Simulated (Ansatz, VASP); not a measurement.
# Cross-check of NiTe2 (Melonite) between VASP and Ansatz

Aim: how closely do two programs agree when they are given the same cell, functional and k mesh? The cell is taken from a series of runs on this material, whose earlier steps may have relaxed, scaled, displaced or heated it; both programs get it as it stands.

Program: Ansatz 0.2.0. Level of theory: plane waves, with VASP 6.6.1 beside it; relaxation of cell and atoms at PBEsol, spin-orbit coupling. Results are calculated unless marked as measured.

## (1) Set-up

The structure is trigonal, space group P-3m1 (No. 164). The conventional cell has a = 3.832 Å, b = 3.832 Å, c = 5.148 Å, α = 90.00°, β = 90.00°, γ = 120.00°. Nearest to Ni lie 6 Te at 2.56 Å. Te has 3 Ni at 2.56 Å nearest. Farther neighbours and most contacts between anions are not listed.

Structure file:

```cif
data_structure
_symmetry_space_group_name_H-M 'P-3m1'
_symmetry_Int_Tables_number 164
_cell_length_a 3.8319
_cell_length_b 3.8319
_cell_length_c 5.1485
_cell_angle_alpha 90.000
_cell_angle_beta 90.000
_cell_angle_gamma 120.000
_cell_volume 65.47
loop_
_atom_site_label
_atom_site_type_symbol
_atom_site_symmetry_multiplicity
_atom_site_Wyckoff_symbol
_atom_site_fract_x
_atom_site_fract_y
_atom_site_fract_z
_atom_site_occupancy
Ni1 Ni 1 a 0.00000 0.00000 0.00000 1
Te1 Te 2 d 0.33333 0.66667 0.25130 1
```

## (2) VASP: relaxation of cell and atoms, PBEsol, spin-orbit coupling

The relaxed volume is the usual yardstick between codes: in a stiff, nearly cubic crystal its relative difference is about their pressure difference at one cell divided by the bulk modulus.

Lines of VASP's logs that name or quote its potential files are left out, and so is its time.

File INCAR:

```
SYSTEM = NiTe2
PREC = Accurate
ENCUT = 600
EDIFF = 1E-07
NELM = 200
ISMEAR = -1
SIGMA = 0.15
LREAL = .FALSE.
ALGO = Normal
GGA = PS
LNONCOLLINEAR = .TRUE.
MAGMOM = 0 0 0 0 0 0 0 0 0
NBANDS = 34
GGA_COMPAT = .FALSE.
LASPH = .TRUE.
LSORBIT = .TRUE.
LMAXMIX = 4
LORBIT = 11
LWAVE = .FALSE.
LCHARG = .FALSE.
ISIF = 3
IBRION = 2
NSW = 80
EDIFFG = -0.005
NELMIN = 4
KPAR = 2
```

File POSCAR:

```
NiTe2
1.0
    3.8319250000      0.0000000000      0.0000000000
   -1.9159620000      3.3185440000      0.0000000000
    0.0000000000      0.0000000000      5.1484690000
Ni Te
1 2
Direct
    0.0000000000      0.0000000000      0.0000000000
    0.3333332966      0.6666667671      0.2512956764
    0.6666664425      0.3333332329      0.7487043236
```

File KPOINTS:

```
Automatic mesh
0
Gamma
15 15 10
0 0 0
```

PAW data sets: Ni and Te (PBE family, release 64).

Run with:

```
mpirun -np 2 vasp_ncl
```

Numbers of over 12 decimals in the logs are rounded to 6 here.

The program printed:

```text
[banner, memory and clock lines left out]
running    2 mpi-ranks, on    1 nodes
 distrk:  each k-point on    1 cores,    2 groups
 distr:  one band on    1 cores,    1 groups

 POSCAR found type information on POSCAR NiTe
 POSCAR found :  2 types and       3 ions
|                                                                             |
|               ----> ADVICE to this user running VASP <----                  |
|                                                                             |
|     You enforced a specific xc type in the INCAR file but a different       |
|     [... a line on the potential file left out ...]
|     I HOPE YOU KNOW WHAT YOU ARE DOING!                                     |
|                                                                             |

 LDA part: xc-table for (Slater+PW92), standard interpolation
 POSCAR, INCAR and KPOINTS ok, starting setup
 FFT: planning ... GRIDC
 FFT: planning ... GRID_SOFT
 FFT: planning ... GRID
 WAVECAR not read
 entering main loop
       N       E                     dE             d eps       ncg     rms          rms(c)
DAV:   1     0.151103392607E+03    0.15110E+03   -0.94973E+03 16184   0.137E+03
DAV:   2    -0.843570092774E+00   -0.15195E+03   -0.14367E+03 16616   0.298E+02
DAV:   3    -0.148644732775E+02   -0.14021E+02   -0.13305E+02 19740   0.981E+01
DAV:   4    -0.153997198489E+02   -0.53525E+00   -0.53191E+00 19194   0.182E+01
DAV:   5    -0.154181736155E+02   -0.18454E-01   -0.18450E-01 22246   0.376E+00    0.158E+01
DAV:   6    -0.199214503484E+02   -0.45033E+01   -0.34033E+01 18790   0.127E+02    0.236E+01
DAV:   7    -0.144763385356E+02    0.54451E+01   -0.92952E+00 20444   0.789E+01    0.666E+00
DAV:   8    -0.144055786849E+02    0.70760E-01   -0.28461E+00 23206   0.330E+01    0.497E+00
DAV:   9    -0.142743068492E+02    0.13127E+00   -0.77943E-01 22184   0.160E+01    0.201E+00
DAV:  10    -0.142761462873E+02   -0.18394E-02   -0.26269E-02 18834   0.124E+00    0.149E+00
DAV:  11    -0.142756409275E+02    0.50536E-03   -0.49371E-04 23616   0.203E-01    0.122E+00
DAV:  12    -0.142746155572E+02    0.10254E-02   -0.31954E-03 20856   0.992E-01    0.217E-01
DAV:  13    -0.142745856313E+02    0.29926E-04   -0.24737E-04 23140   0.294E-01    0.160E-01
DAV:  14    -0.142745485621E+02    0.37069E-04   -0.11362E-04 23450   0.166E-01    0.486E-02
DAV:  15    -0.142745491152E+02   -0.55304E-06   -0.11001E-05 18560   0.252E-02    0.288E-02
DAV:  16    -0.142745486580E+02    0.45720E-06   -0.74209E-07 19270   0.908E-03    0.147E-02
DAV:  17    -0.142745481600E+02    0.49793E-06   -0.62001E-07 17510   0.176E-02    0.737E-03
DAV:  18    -0.142745484081E+02   -0.24805E-06   -0.17686E-07 14840   0.581E-03    0.188E-03
DAV:  19    -0.142745482955E+02    0.11254E-06   -0.38727E-08  8614   0.294E-03    0.520E-04
DAV:  20    -0.142745482891E+02    0.63983E-08   -0.10308E-08  8550   0.770E-04
   1 F= -.14274548E+02 E0= -.14214717E+02  d E =-.142745E+02  mag=    -0.0000     0.0000    -0.0000
[...]
2 F= -.14274941E+02 E0= -.14214353E+02  d E =-.392783E-03  mag=     0.0000    -0.0000     0.0000
[...]
3 F= -.14275138E+02 E0= -.14214831E+02  d E =-.589591E-03  mag=    -0.0000     0.0000    -0.0000
[...]
4 F= -.14275374E+02 E0= -.14214998E+02  d E =-.236153E-03  mag=    -0.0000     0.0000    -0.0000
[...]
5 F= -.14275466E+02 E0= -.14215007E+02  d E =-.327969E-03  mag=    -0.0000     0.0000    -0.0000
[...]
6 F= -.14275483E+02 E0= -.14215024E+02  d E =-.172989E-04  mag=    -0.0000     0.0000    -0.0000
[...]
7 F= -.14275492E+02 E0= -.14215034E+02  d E =-.265127E-04  mag=    -0.0000     0.0000     0.0000
 curvature:  -1.15 expect dE=-0.509E-05 dE for cont linesearch -0.382E-05
 ZBRENT: increasing intervall
 opt :   3.7602  next Energy=   -14.275500 (dE=-0.341E-04)
 bond charge predicted
       N       E                     dE             d eps       ncg     rms          rms(c)
DAV:   1    -0.142756400523E+02   -0.14767E-03   -0.24472E-03 19564   0.666E-01    0.122E-01
DAV:   2    -0.142763779652E+02   -0.73791E-03   -0.40929E-03 19376   0.149E+00    0.289E-01
DAV:   3    -0.142755029605E+02    0.87500E-03   -0.22018E-03 18916   0.114E+00    0.216E-02
DAV:   4    -0.142755020327E+02    0.92779E-06   -0.79823E-05 16860   0.546E-02    0.164E-02
DAV:   5    -0.142755001288E+02    0.19040E-05   -0.35630E-06 22278   0.373E-02    0.687E-03
DAV:   6    -0.142755000548E+02    0.73954E-07   -0.80679E-07 24094   0.103E-02
   8 F= -.14275500E+02 E0= -.14215042E+02  d E =-.342048E-04  mag=    -0.0000     0.0000     0.0000
 curvature:  -2.28 expect dE=-0.107E-04 dE for cont linesearch -0.622E-07
 trial: gam= 0.32324 g(F)=  0.472E-06 g(S)=  0.423E-05 ort =-0.715E-06 (trialstep = 0.166E+01)
 search vector abs. value=  0.619E-05
 reached required accuracy - stopping structural energy minimisation
```

Parts of OUTCAR (step 2):

```text
ion  position               nearest neighbor table
   1  0.000  0.000  0.000-   3 2.56   2 2.56   2 2.56   3 2.56   2 2.56   3 2.56
   2  0.333  0.667  0.251-   1 2.56   1 2.56   1 2.56   3 3.38   3 3.38   3 3.38   3 3.40   3 3.40
                             3 3.40
   3  0.667  0.333  0.749-   1 2.56   1 2.56   1 2.56   2 3.38   2 3.38   2 3.38   2 3.40   2 3.40
                             2 3.40

  LATTYP: Found a hexagonal cell.
 ALAT       =     3.8319250000
 C/A-ratio  =     1.3435724864

 Subroutine GETGRP returns: Found 12 space group operations
 (whereof 12 operations were pure point group operations)

The static configuration has the point symmetry D_3d.

 Found    238 irreducible k-points:

   k-points           NKPTS =    238   k-points in BZ     NKDIM =    238   number of bands    NBANDS=     34

   dimension x,y,z NGX =    32 NGY =   32 NGZ =   42
   dimension x,y,z NGXF=    64 NGYF=   64 NGZF=   84

   ENCUT  =  600.0 eV  44.10 Ry    6.64 a.u.   7.65  7.65 10.28*2*pi/ulx,y,z

   NELECT =      22.0000    total number of electrons

 k-points in reciprocal lattice and weights: Automatic mesh
   0.00000000  0.00000000  0.00000000       0.000
   0.06666667  0.00000000  0.00000000       0.003
   0.13333333  0.00000000  0.00000000       0.003
   0.20000000  0.00000000  0.00000000       0.003
   0.26666667  0.00000000  0.00000000       0.003
   0.33333333 -0.00000000  0.00000000       0.003
   0.40000000  0.00000000  0.00000000       0.003
   0.46666667 -0.00000000  0.00000000       0.003
   0.06666667  0.06666667  0.00000000       0.003
[...]
0.33333333  0.26666667  0.50000000       0.005
   0.33333333  0.33333333  0.50000000       0.001

 average (electrostatic) potential at core
       1 -82.9718       2 -86.2048       3 -86.2048

 E-fermi :   8.4823

 k-point     1 :       0.0000    0.0000    0.0000
  band No.  band energies     occupation
    ...
     14       6.2719      1.00000
     15       6.7710      0.99999
     16       6.7710      0.99999
     17       8.3424      0.71755
     18       8.3424      0.71755
     19       9.1184      0.01419
     20       9.1184      0.01419
     21       9.2185      0.00733
     22       9.2185      0.00733
     23       9.5899      0.00062
    ...

 k-point     2 :       0.0667    0.0000    0.0000
  band No.  band energies     occupation
    ...
     14       6.2396      1.00000
     15       6.7447      0.99999
     16       6.7447      0.99999
     17       8.0339      0.95207
     18       8.0339      0.95207
     19       8.5104      0.45325
     20       8.5104      0.45325
     21       9.3823      0.00247
     22       9.3823      0.00247
     23       9.6883      0.00032
    ...

 k-point     3 :       0.1333    0.0000    0.0000
  band No.  band energies     occupation
    ...
     16       6.6383      1.00000
     17       7.3724      0.99939
     18       7.3724      0.99939
     19       7.9338      0.97482
     20       7.9338      0.97482
     21       8.9565      0.04063
     22       8.9565      0.04063
     23       9.9929      0.00004
     24       9.9929      0.00004
     25      10.8258      0.00000
    ...

  Total       -0.0095206     -0.0095206     -0.0090274     -0.0000000     -0.0000000     -0.0000000
  in kB       -0.2317651     -0.2317650     -0.2197598     -0.0000000     -0.0000000     -0.0000000
  external PRESSURE =      -0.2277633 kB  Pullay stress =       0.0000000 kB

  energy-cutoff  :      600.00
  volume of cell :       65.82
      direct lattice vectors                 reciprocal lattice vectors
     3.827321870 -0.000000001 -0.000000000     0.261279306  0.150849656 -0.000000000
    -1.913660436  3.314557574  0.000000000     0.000000000  0.301699391 -0.000000000
     0.000000000  0.000000000  5.188062489     0.000000000  0.000000000  0.192750184

 POSITION                                       TOTAL-FORCE (eV/Angst)
 -----------------------------------------------------------------------------------
      1.91366      3.31456     -0.00000        -0.000000     -0.000000      0.000000
     -0.00000      2.20971      1.30443        -0.000000     -0.000000     -0.002211
      1.91366      1.10485      3.88364         0.000000      0.000000      0.002211
 -----------------------------------------------------------------------------------
    total drift:                                0.000233     -0.000000      0.000000

  FREE ENERGIE OF THE ION-ELECTRON SYSTEM (eV)
  ---------------------------------------------------
  free  energy   TOTEN  =       -14.2755000548 eV

  energy  without entropy=      -14.1545836365  energy(sigma->0) =      -14.21504185

 reached required accuracy - stopping structural energy minimisation

 Spin-Orbit-Coupling matrix elements
 Ion:    1  E_soc:     -0.0117336
 Ion:    2  E_soc:     -0.2251315
 Ion:    3  E_soc:     -0.2251315

 total charge
# of ion       s       p       d       tot
------------------------------------------
    1        0.450   0.515   8.416   9.382
    2        1.402   1.865   0.068   3.335
    3        1.402   1.865   0.068   3.335
--------------------------------------------------
tot          3.255   4.245   8.552  16.053

 magnetization (x)
# of ion       s       p       d       tot
------------------------------------------
    1       -0.000  -0.000   0.000  -0.000
    2        0.000  -0.000   0.000  -0.000
    3        0.000  -0.000   0.000  -0.000
--------------------------------------------------
tot          0.000  -0.000   0.000  -0.000

 magnetization (y)
# of ion       s       p       d       tot
------------------------------------------
    1        0.000   0.000   0.000   0.000
    2        0.000  -0.000   0.000  -0.000
    3        0.000  -0.000   0.000  -0.000
--------------------------------------------------
tot          0.000  -0.000   0.000  -0.000

 magnetization (z)
# of ion       s       p       d       tot
------------------------------------------
    1       -0.000  -0.000  -0.000  -0.000
    2        0.000   0.000   0.000   0.000
    3        0.000   0.000   0.000   0.000
--------------------------------------------------
tot         -0.000  -0.000  -0.000  -0.000

[... 3 further parts left out ...]
```

CONTCAR:

```
NiTe2
   1.00000000000000
     3.8273218695465827   -0.0000000006992798   -0.0000000000000001
    -1.9136604359795144    3.3145575738728197    0.0000000000000000
     0.0000000000000000    0.0000000000000001    5.1880624893489937
  Ni              Te
     1     2
Direct
     1.0000000000000000    1.0000000000000000    0.0000000000000000
     0.3333332966000029    0.6666667670999971    0.2514281724660158
     0.6666664425000022    0.3333332329000029    0.7485718275339843
```

This run has no spin polarisation, so a moment on Ni, if there is one, isn't seen.

(Part 1 of 2 ends here.)

[Lines on the potential files, build, host, timing and source positions are cut from VASP's logs without a mark.]

[Logs are printed without paths, hosts, clocks, repeated set-up lines and the standing remarks that a program may print on its own settings, such as how far it seeks lower states.]

[Hosts, paths, dates, database ids (printed as entryN), source tags and the programs' standing remarks are cut or masked in the printed files.]
